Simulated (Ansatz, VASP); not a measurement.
# TiC: VASP beside Ansatz, part 2 of 3

Wanted: the spread between two codes on one cell, functional and k mesh. The cell is taken from a series of runs on this material, whose earlier steps may have relaxed, scaled, displaced or heated it; both programs get it as it stands.

VASP 6.6.1 and Ansatz 0.2.0.

So far: Set-up; VASP: elastic constants, PBEsol, pair 1.

## (3) Ansatz: elastic constants, PBEsol, pair 1

Level of this step: Ansatz beside VASP: Kohn-Sham DFT, plane waves, PBEsol (Ansatz).

Ansatz runs on its default PAW (the set named soft_2) files.

The same cell, functional, mesh and smearing now go to Ansatz, which takes its cutoff from its data sets.

input.yaml reads:

```yaml
crystal:
  lattice:
    - [0.0, 2.1438403267, 2.1438403267]
    - [2.1438403267, 0.0, 2.1438403267]
    - [2.1438403267, 2.1438403267, 0.0]
  atoms:
    - { symbol: Ti, position: [0.5, 0.5, 0.5] }
    - { symbol: C, position: [0.0, 0.0, 0.0] }
kpoints:
  mp_grid: { grid: [4, 4, 4] }
hamiltonian:
  xc: pbesol
scf:
  occupations: { method: methfessel_paxton, width: 0.25 }
output:
  forces: true
  stress: true
  eigenvalues: true
elastic:
  mode: relaxed_ion
  stencil: two_point
  amplitude: 0.01
```

Run with:

```sh
> ansatz run input.yaml --threads 4 --pin off --max-ram 16384MiB --backend cpu --events-out ev --progress --plain --runs-dir out
```

Numbers of over 12 decimals in the logs are rounded to 6 here.

The program printed:

```text
Engine: ansatz 0.2.0, aarch64-unknown-linux-gnu
Pseudopotentials: kind: paw
Pseudopotential: Ti, paw, valence charge 12, recommended cutoff 420 eV (normal), Ti.paw.azcp
Pseudopotential: C, paw, valence charge 4, recommended cutoff 420 eV (normal), C.paw.azcp
Functional definition: PBEsol
  exchange = pbesol_x
  correlation = pbesol_c
Crystal: 2 atoms, lattice volume = 19.706 Å³
Basis set: ecut = 420 eV, 387 PW (Γ), exchange–correlation on 48×48×48 points (8 copies of the dense FFT grid, shifted against one another)
Bands: 12, of which v1, the nominal top of the filled ones, is band 8 counted from 1 (7 counted from 0)
Symmetry: 48 space group operations
Space group: Fm-3m (ITA 225), of the structure as read, at distance tolerance 2.7e-5 Å
k-points: 8 of 64
Non-local potential: Ti, projectors of the file, l = 0: 3, l = 1: 2, l = 2: 3, l = 3: 1
Non-local potential: C, projectors of the file, l = 0: 2, l = 1: 2, l = 2: 1
PAW form: soft (Blöchl's): semilocal exchange-correlation on the pseudo side does not see the compensation charge
PAW frozen core: Ti, regenerated for the run's functional, and the local potential with it (the file was generated under x = pbe(κ = 0.804, μ = 0.219515), c = pbe(β = 0.066725))
PAW frozen core: C, regenerated for the run's functional, and the local potential with it (the file was generated under x = pbe(κ = 0.804, μ = 0.219515), c = pbe(β = 0.066725))
PAW one-centre angular grid: Ti, 590 points (default); XC on 64 Gauss nodes
PAW one-centre angular grid: C, 110 points (default); XC on 64 Gauss nodes
Initial density: superposition of atomic densities (neutral atoms: chi_scale 0, normalization atom), corrected by the library's trained network
Initial wavefunctions: pseudopotential atomic-orbital guess
Functional: x = pbesol(κ = 0.804, μ = 0.123457), c = pbesol(β = 0.046)
SCF iter   1: F=—  HF=-2722.383824 eV  |F-HF|=—  |Δ(HF+E_count)|=         —  Δρ=1.63e-2  dr2=6.73e-2  ethr=1.77e-3  ⟨swp⟩=4.4  Hψ=444  notcnv=0
preconditioner: auto → none  [insulator: Δε(μ)=0.447 eV  Ē_g=8.076 eV  σ=0.250 eV  W_gap=1.02  n_scr=8 (ndim 8)  ℏωp=23.7 eV  f_vac=0.000  D(μ)=0.40/eV (n_scr^D=0)  ε∞_Penn≈9.6]
SCF iter   2: F=—  HF=-2722.370581 eV  |F-HF|=—  |Δ(HF+E_count)|=   1.32e-2  S|Δr|=    0.00e0  Δρ=5.98e-3  dr2=9.58e-3  ethr=4.20e-4  ⟨swp⟩=1.1  Hψ=161  notcnv=0
SCF iter   3: F=—  HF=-2722.368679 eV  |F-HF|=—  |Δ(HF+E_count)|=   1.90e-3  S|Δr|=    0.00e0  Δρ=6.91e-4  dr2=8.50e-5  ethr=5.99e-5  ⟨swp⟩=1.9  Hψ=107  notcnv=0
SCF iter   4: F=—  HF=-2722.368665 eV  |F-HF|=—  |Δ(HF+E_count)|=   1.36e-5  S|Δr|=    0.00e0  Δρ=1.39e-4  dr2=1.82e-6  ethr=5.31e-7  ⟨swp⟩=2.1  Hψ=119  notcnv=0
SCF iter   5: F=—  HF=-2722.368654 eV  |F-HF|=—  |Δ(HF+E_count)|=   1.11e-5  S|Δr|=    0.00e0  Δρ=1.27e-5  dr2=1.37e-8  ethr=1.14e-8  ⟨swp⟩=2.0  Hψ=118  notcnv=0
SCF iter   6: F=—  HF=-2722.368654 eV  |F-HF|=—  |Δ(HF+E_count)|=   4.18e-9  S|Δr|=    0.00e0  Δρ=1.42e-6  dr2=3.69e-10  ethr=8.56e-11  ⟨swp⟩=2.0  Hψ=124  notcnv=0
SCF iter   7: F=—  HF=-2722.368654 eV  |F-HF|=—  |Δ(HF+E_count)|=  5.18e-11  S|Δr|=    0.00e0  Δρ=1.15e-7  dr2=2.16e-12  ethr=2.30e-12  ⟨swp⟩=2.0  Hψ=122  notcnv=0
SCF iter   8: F=-2722.368654 eV  HF=-2722.368654 eV  |F-HF|=9.09e-13  |Δ(HF+E_count)|=    0.00e0  S|Δr|=    0.00e0  Δρ=8.35e-9  dr2=1.11e-14  ethr=1.00e-12  ⟨swp⟩=4.5  Hψ=295  notcnv=0
SCF 1 converged in 8 iterations: F = -2722.368654 eV  dr2 = 1.11e-14
  greatest PAW one-centre occupation: 0.999 electrons in one spin orbital (limit 2), on the Ti atom at site 0 (counted from 0), in its partial waves of l = 0
Crystal: 2 atoms, lattice volume = 19.509 Å³
Basis set: ecut = 420 eV, 363 PW (Γ), exchange–correlation on 48×48×48 points (8 copies of the dense FFT grid, shifted against one another)
Symmetry: 16 space group operations
k-points: 13 of 64
Initial density: handed on by an earlier stage of this run
Initial wavefunctions: those handed on with the density
iter 1 solved again at ethr=1.26e-5 eV; its pass at ethr=3.10e-3 eV (dr2=2.02e-3 eV) is discarded
SCF iter   1: F=—  HF=-2722.365853 eV  |F-HF|=—  |Δ(HF+E_count)|=         —  Δρ=3.16e-3  dr2=2.10e-3  ethr=1.26e-5  ⟨swp⟩=1.2  Hψ=1021  notcnv=0
preconditioner: auto → none  [insulator: Δε(μ)=0.302 eV  Ē_g=8.235 eV  σ=0.250 eV  W_gap=0.84  n_scr=8 (ndim 8)  ℏωp=23.8 eV  f_vac=0.000  D(μ)=0.60/eV (n_scr^D=0)  ε∞_Penn≈9.3]
[...]
SCF 2 converged in 7 iterations: F = -2722.365264 eV  dr2 = 4.40e-14
Crystal: 2 atoms, lattice volume = 19.903 Å³
Basis set: ecut = 420 eV, 395 PW (Γ), exchange–correlation on 48×48×48 points (8 copies of the dense FFT grid, shifted against one another)
[...]
preconditioner: auto → none  [insulator: Δε(μ)=0.279 eV  Ē_g=8.091 eV  σ=0.250 eV  W_gap=0.80  n_scr=8 (ndim 8)  ℏωp=23.5 eV  f_vac=0.000  D(μ)=0.65/eV (n_scr^D=0)  ε∞_Penn≈9.5]
[...]
SCF 3 converged in 7 iterations: F = -2722.365852 eV  dr2 = 3.44e-15
Basis set: ecut = 420 eV, 383 PW (Γ), exchange–correlation on 48×48×48 points (8 copies of the dense FFT grid, shifted against one another)
Symmetry: 8 space group operations
k-points: 18 of 64
[...]
preconditioner: auto → none  [insulator: Δε(μ)=0.258 eV  Ē_g=8.157 eV  σ=0.250 eV  W_gap=0.76  n_scr=8 (ndim 8)  ℏωp=23.7 eV  f_vac=0.000  D(μ)=0.62/eV (n_scr^D=0)  ε∞_Penn≈9.4]
[...]
SCF iter   6: F=—  HF=-2722.367615 eV  |F-HF|=—  |Δ(HF+E_count)|=  9.09e-13  S|Δr|=    0.00e0  Δρ=7.40e-8  dr2=5.67e-13  ethr=7.77e-14 (applied; sched 1.00e-12)  ⟨swp⟩=2.2  Hψ=305  notcnv=0
SCF iter   7: F=-2722.367615 eV  HF=-2722.367615 eV  |F-HF|=4.55e-13  |Δ(HF+E_count)|=  4.55e-13  S|Δr|=    0.00e0  Δρ=1.51e-8  dr2=2.65e-14  ethr=1.00e-12  ⟨swp⟩=3.9  Hψ=627  notcnv=0
SCF 4 converged in 7 iterations: F = -2722.367615 eV  dr2 = 2.65e-14
iter 1 solved again at ethr=6.61e-8 eV; its pass at ethr=3.10e-3 eV (dr2=1.06e-5 eV) is discarded
SCF iter   1: F=—  HF=-2722.367614 eV  |F-HF|=—  |Δ(HF+E_count)|=         —  Δρ=2.30e-4  dr2=1.17e-5  ethr=6.61e-8  ⟨swp⟩=1.4  Hψ=1249  notcnv=0
preconditioner: auto → none  [insulator: Δε(μ)=0.264 eV  Ē_g=8.158 eV  σ=0.250 eV  W_gap=0.77  n_scr=8 (ndim 8)  ℏωp=23.7 eV  f_vac=0.000  D(μ)=0.62/eV (n_scr^D=0)  ε∞_Penn≈9.4]
SCF iter   2: F=—  HF=-2722.367614 eV  |F-HF|=—  |Δ(HF+E_count)|=   4.66e-7  S|Δr|=    0.00e0  Δρ=9.18e-5  dr2=1.79e-6  ethr=6.61e-8  ⟨swp⟩=1.7  Hψ=235  notcnv=0
SCF iter   3: F=—  HF=-2722.367615 eV  |F-HF|=—  |Δ(HF+E_count)|=   7.70e-7  S|Δr|=    0.00e0  Δρ=9.07e-6  dr2=9.58e-9  ethr=1.12e-8  ⟨swp⟩=1.9  Hψ=249  notcnv=0
SCF iter   4: F=—  HF=-2722.367615 eV  |F-HF|=—  |Δ(HF+E_count)|=  2.76e-10  S|Δr|=    0.00e0  Δρ=1.20e-6  dr2=1.30e-10  ethr=5.99e-11  ⟨swp⟩=2.2  Hψ=294  notcnv=0
SCF iter   5: F=—  HF=-2722.367615 eV  |F-HF|=—  |Δ(HF+E_count)|=  4.55e-13  S|Δr|=    0.00e0  Δρ=2.34e-7  dr2=4.46e-12  ethr=8.10e-13 (applied; sched 1.00e-12)  ⟨swp⟩=2.6  Hψ=338  notcnv=0
SCF iter   6: F=—  HF=-2722.367615 eV  |F-HF|=—  |Δ(HF+E_count)|=  1.36e-12  S|Δr|=    0.00e0  Δρ=2.97e-8  dr2=1.59e-13  ethr=2.79e-14 (applied; sched 1.00e-12)  ⟨swp⟩=2.4  Hψ=309  notcnv=0
SCF iter   7: F=-2722.367615 eV  HF=-2722.367615 eV  |F-HF|=0.00e0  |Δ(HF+E_count)|=    0.00e0  S|Δr|=    0.00e0  Δρ=3.24e-9  dr2=7.20e-16  ethr=1.00e-12  ⟨swp⟩=3.8  Hψ=598  notcnv=0
SCF 5 converged in 7 iterations: F = -2722.367615 eV  dr2 = 7.20e-16
SCF converged after 8 iterations
Stability not checked: this state was not tested for a lower state beside it, because cold or Methfessel-Paxton smearing, or corrected tetrahedra, fill the levels in a way that the test cannot read (fill_not_monotonic; see scf.lower_state_search)
Free energy (F): -2722.368654 eV
Harris-Foulkes:  -2722.368654 eV  (|F-HF|=9.09e-13)
Internal energy: -2722.372617 eV  (E = F + TS)
E sigma→0 (E₀):  -2722.369645 eV
Entropy (-TS):   0.003963 eV (1.981 meV/atom)
Fermi energy:    14.865414 eV
Step filling:    the computed levels leave a gap of 0.3863 eV = 1.5 smearing widths at the electron count; against every level under it full and every level over it empty, smearing changes F+E_penalty+E_count by +4.303 meV and its σ→0 estimate by +3.313 meV
--- Per-component energies (eV) ---
  E_band       = -102.301271
  E_kinetic    = 363.404360
  E_local      = -757.639529  (includes V_loc(G=0)·N_el)
  E_nonlocal   = 33.569437
  E_hartree    = 308.856510
  E_xc         = -146.747480
  E_vxc        = -183.984545  (∫ρ·V_xc dr)
  E_paw        = -1116.493939  (= ΣΔE_a)
  E_vpaw       = -175.364150  (= ΣTr[D̂ρ^β])
  E_aug_tail   = 0.000136  (compensation charges beyond the density's cutoff)
  E_ewald      = -1407.482597
  E_core_change = 0.160485  (= ΣΔE_core)
  E_smearing   = 0.003963  (= −TS)
  E_closure    = 0.000000  (closes the sum)
  Σ components = -2722.368654   (vs F -2722.368654, Δ=0.00e0)
--- Forces (eV/Å), atoms counted from 1 ---
  atom   1  Ti     0.00000000    -0.00000000    -0.00000000
  atom   2  C     -0.00000000    -0.00000000    -0.00000000
  max |Σ_I F_I| component: 4.54e-29 eV/Å
--- Stress (GPa, compression-positive) ---
       -0.001133       0.000000       0.000000
        0.000000      -0.001133      -0.000000
        0.000000       0.000000      -0.001133
  P = ⅓ Tr σ = -0.0011 GPa (-0.011 kbar)
--- Band table (eV; the first three rows and the last of 8) ---
  k-point 0: bands = [... 4 lower, 2.5585, 15.8283, 15.8283, 15.8283, 16.7849, 16.7849, 16.7849, 16.9568]
  k-point 1: bands = [... 4 lower, 3.9284, 12.2831, 13.3420, 13.3420, 16.9738, 16.9738, 18.0555, 21.1950]
  k-point 2: bands = [... 4 lower, 6.2257, 9.0770, 12.0966, 12.0966, 18.2140, 18.2140, 19.4370, 23.4192]
  k-point 7: bands = [... 4 lower, 5.5222, 11.8736, 11.8736, 12.3063, 18.0295, 18.0295, 18.8615, 20.5890]
--- Elastic constants: 2 strain directions × 2 members + reference (group order 48) ---
  dense FFT box of the reference and of every strained cell: 24×24×24
  strains applied: 11, 23; error gains: componentwise 1.00 (the most a stress slope's error grows in a printed constant), spectral 1.73 (1 for all six strains in a standard setting)
  C = ∂σ_k/∂η_j (tension-positive GPa; Voigt order 11 22 33 23 13 12):
       501.370    149.884    149.884     -0.000     -0.000      0.000
       149.884    501.370    149.884      0.000     -0.000     -0.000
       149.884    149.884    501.370      0.000      0.000     -0.000
        -0.000      0.000      0.000    159.115     -0.000      0.000
         0.000      0.000     -0.000     -0.000    159.115     -0.000
        -0.000      0.000      0.000     -0.000     -0.000    159.115
  reference stress σ⁰ (GPa):      0.001      0.001      0.001      0.000     -0.000     -0.000
  C* (energy form; C + prestress term) asymmetry max|C*_kj − C*_jk| = 8.527e-14 GPa — a small one proves nothing (zero by symmetry where the batch's group is 432, −43m or m−3m); a large one is finite-difference/SCF noise where every solve meets its electron count
  moduli (Voigt/Reuss/Hill, GPa): K = 267.05/267.05/267.05   G = 165.77/165.37/165.57   E = 411.64   ν = 0.243
  mechanically stable: yes (min eigenvalue of sym C = 159.11 GPa)
  strain η (Voigt 11):  stress-route row diagonal C_11 = 501.37 GPa, energy-path curvature d²(F+E_count+ΔE)/dδ²/Ω₀ = 499.10 GPa
         δ    σ_11 (GPa)             F (eV)   n_scf  n_hpsi   n_pw
    -1.000e-2      -5.5109       -2722.3652640       7    2701    388   relax 0 steps, max|allowed force component| 1.42e-29 eV/Å
     1.000e-2       4.5165       -2722.3658518       7    2439    396   relax 0 steps, max|allowed force component| 9.17e-30 eV/Å
  strain η (Voigt 23):  stress-route row diagonal C_44 = 159.11 GPa, energy-path curvature d²(F+E_count+ΔE)/dδ²/Ω₀ = 159.72 GPa
         δ    σ_23 (GPa)             F (eV)   n_scf  n_hpsi   n_pw
    -1.000e-2      -1.5911       -2722.3676150       7    3624    392   relax 0 steps, max|allowed force component| 3.59e-29 eV/Å
     1.000e-2       1.5911       -2722.3676150       7    3514    392   relax 0 steps, max|allowed force component| 7.26e-29 eV/Å
```

## (4) Comparison

Known differences besides the potentials themselves: the cutoff is 420 eV in Ansatz and 600 eV in VASP; Ansatz makes its cores anew for this functional, VASP keeps those of its PBE data sets; VASP takes each elastic constant from one size of strain, Ansatz from those that its log lists. Total energies have different zeros and are not compared.

Both answers:

| quantity | Ansatz | VASP | difference |
| --- | --- | --- | --- |
| C11 (GPa) | 501.4 | 505.8 | -0.88 % |
| C22 (GPa) | 501.4 | 505.8 | -0.88 % |
| C33 (GPa) | 501.4 | 505.8 | -0.88 % |
| C12 (GPa) | 149.9 | 146.8 | +2.08 % |
| C13 (GPa) | 149.9 | 146.8 | +2.08 % |
| C23 (GPa) | 149.9 | 146.8 | +2.08 % |
| C44 (GPa) | 159.1 | 157.9 | +0.78 % |
| C55 (GPa) | 159.1 | 157.9 | +0.78 % |
| C66 (GPa) | 159.1 | 157.9 | +0.78 % |

## (5) Ansatz: elastic constants, PBEsol, pair 2

Elastic constants are differences of stresses under small strains, so they test the stress and the mesh. The cell compared in this pair holds 20.11 Å³, against 19.71 Å³ for the pair before.

The cell is taken from a series of runs on this material, whose earlier steps may have relaxed, scaled, displaced or heated it; both programs get it as it stands.

input.yaml, the sections that differ from step 3:

```yaml
crystal:
  lattice:
    - [0.0, 2.1584527845, 2.1584527845]
    - [2.1584527845, 0.0, 2.1584527845]
    - [2.1584527845, 2.1584527845, 0.0]
  atoms:
    - { symbol: Ti, position: [0.5, 0.5, 0.5] }
    - { symbol: C, position: [0.0, 0.0, 0.0] }
kpoints:
  mp_grid: { grid: [20, 20, 20] }
basis:
  ecutwfc: 190.0
# hamiltonian, scf, output, elastic: as in step 3
```

The program printed:

```text
Warning: basis.ecutwfc = 190 eV is below the records' recommended 420 eV, and the density's cutoff is lower with it unless basis.ecutrho_ratio is high enough to keep the records' density cutoff: compare with a run at a higher cutoff
[...]
Crystal: 2 atoms, lattice volume = 20.112 Å³
[...]
1.000e-2       7.7957       -2713.8383125       6  128772    129   relax 0 steps, max|allowed force component| 1.58e-30 eV/Å
[...]
δ    σ_23 (GPa)             F (eV)   n_scf  n_hpsi   n_pw
    -1.000e-2      -2.3009       -2713.8469301       7  234045    129   relax 0 steps, max|allowed force component| 7.81e-29 eV/Å
     1.000e-2       2.3009       -2713.8469301       6  218197    129   relax 0 steps, max|allowed force component| 2.25e-29 eV/Å
[key lines of the parts left out:]
SCF converged after 9 iterations
Free energy (F): -2713.853287 eV
Fermi energy:    15.010289 eV
P = ⅓ Tr σ = 0.0212 GPa (0.212 kbar)
```

## (6) VASP: elastic constants, PBEsol, pair 2

The same cell, functional, mesh and smearing now go to VASP, with its own data sets.

INCAR reads:

```
SYSTEM = TiC
PREC = Accurate
ENCUT = 600
EDIFF = 1E-08
NELM = 120
ISMEAR = 1
SIGMA = 0.25
LREAL = .FALSE.
ALGO = Normal
GGA = PS
NBANDS = 14
LASPH = .TRUE.
LORBIT = 11
LWAVE = .FALSE.
LCHARG = .FALSE.
ISIF = 3
IBRION = 6
NFREE = 2
POTIM = 0.015
NSW = 1
GGA_COMPAT = .FALSE.
KPAR = 2
```

POSCAR reads:

```
TiC
1.0
    0.0000000000      2.1584527845      2.1584527845
    2.1584527845      0.0000000000      2.1584527845
    2.1584527845      2.1584527845      0.0000000000
Ti C
1 1
Direct
    0.5000000000      0.5000000000      0.5000000000
    0.0000000000      0.0000000000      0.0000000000
```

KPOINTS reads:

```
Automatic mesh
0
Gamma
20 20 20
0 0 0
```

PAW data sets: Ti_sv and C (PBE family, release 64).

Run with:

```sh
> mpirun -np 2 vasp_std
```

The program printed:

```text
[banner, memory and clock lines left out]
running    2 mpi-ranks, on    1 nodes
[...]
[... a notice as in an earlier step ...]

 LDA part: xc-table for (Slater+PW92), standard interpolation
 POSCAR, INCAR and KPOINTS ok, starting setup
[...]
entering main loop
       N       E                     dE             d eps       ncg     rms          rms(c)
DAV:   1     0.131064823178E+03    0.13106E+03   -0.93126E+03  7168   0.156E+03
DAV:   2    -0.131528059796E+02   -0.14422E+03   -0.13574E+03  7618   0.375E+02
DAV:   3    -0.247087721214E+02   -0.11556E+02   -0.11337E+02 11494   0.965E+01
DAV:   4    -0.251873080021E+02   -0.47854E+00   -0.47822E+00  8504   0.153E+01
[...]
DAV:  15    -0.197988762605E+02    0.12555E-06   -0.21923E-07  9020   0.781E-03    0.187E-03
DAV:  16    -0.197988762026E+02    0.57914E-07   -0.71754E-08  8578   0.268E-03    0.362E-04
DAV:  17    -0.197988762044E+02   -0.17751E-08   -0.19361E-09  4520   0.488E-04
   1 F= -.19798876E+02 E0= -.19799124E+02  d E =0.744025E-03
[... from here on, the cycles between the ionic steps are left out ...]
   2 F= -.19784256E+02 E0= -.19784510E+02  d E =0.761143E-03
   9 F= -.19796490E+02 E0= -.19796730E+02  d E =0.718400E-03
  10 F= -.19796491E+02 E0= -.19796730E+02  d E =0.718400E-03
  11 F= -.19796491E+02 E0= -.19796730E+02  d E =0.718401E-03
  12 F= -.19796491E+02 E0= -.19796730E+02  d E =0.718400E-03
  13 F= -.19796491E+02 E0= -.19796730E+02  d E =0.718400E-03
  14 F= -.19797784E+02 E0= -.19798032E+02  d E =0.742126E-03
  15 F= -.19797784E+02 E0= -.19798032E+02  d E =0.742125E-03
  16 F= -.19797784E+02 E0= -.19798032E+02  d E =0.742123E-03
  17 F= -.19797784E+02 E0= -.19798032E+02  d E =0.742129E-03
 Finite differences progress:
  Degree of freedom:   8/  8
  Displacement:        2/  2
  Total:              16/ 16
```

OUTCAR, selected parts (step 6):

```text
  Total       -0.5056723     -0.5135713     -0.5135713      0.0000000      0.0000000      0.0000000
  in kB      -40.2830252    -40.9122812    -40.9122812      0.0000000      0.0000000      0.0000000
  external PRESSURE =     -40.7025292 kB  Pullay stress =       0.0000000 kB

 POSITION                                       TOTAL-FORCE (eV/Angst)
 -----------------------------------------------------------------------------------
      2.15845      2.15845      2.15845        -0.145491      0.000000      0.000000
     -0.01500      0.00000      0.00000         0.145491      0.000000      0.000000
 -----------------------------------------------------------------------------------
    total drift:                               -0.000084      0.000000      0.000000

  FREE ENERGIE OF THE ION-ELECTRON SYSTEM (eV)
  ---------------------------------------------------
  free  energy   TOTEN  =       -19.7977844678 eV

  energy  without entropy=      -19.7985265970  energy(sigma->0) =      -19.79803184

[... 3 further parts left out ...]
[key lines of the parts left out:]
E-fermi :   9.4188
```

Levels, forces or a CONTCAR printed for this step are those of its last displaced cell, not of the structure at rest.

## (7) Comparison

What differs besides the data sets and the points named for the pairs above, as far as they apply: the cutoff is 190 eV in Ansatz and 600 eV in VASP; Ansatz's log warns that its cutoff lies below the recommended one. Total energies have different zeros and are not compared.

The two programs side by side:

| quantity | Ansatz | VASP | difference |
| --- | --- | --- | --- |
| C11 (GPa) | 834.7 | 522.0 | +59.90 % |
| C22 (GPa) | 834.7 | 522.0 | +59.90 % |
| C33 (GPa) | 834.7 | 522.0 | +59.90 % |
| C12 (GPa) | 189.8 | 119.0 | +59.49 % |
| C13 (GPa) | 189.8 | 119.0 | +59.49 % |
| C23 (GPa) | 189.8 | 119.0 | +59.49 % |
| C44 (GPa) | 230.1 | 169.4 | +35.83 % |
| C55 (GPa) | 230.1 | 169.4 | +35.83 % |
| C66 (GPa) | 230.1 | 169.4 | +35.83 % |

(Part 2 of 3 ends here.)

[Lines on the potential files, build, host, timing and source positions are cut from VASP's logs without a mark.]

[Logs are printed without paths, hosts, clocks, repeated set-up lines and the standing remarks that a program may print on its own settings, such as how far it seeks lower states.]

[Hosts, paths, dates, database ids (printed as entryN), source tags and the programs' standing remarks are cut or masked in the printed files.]
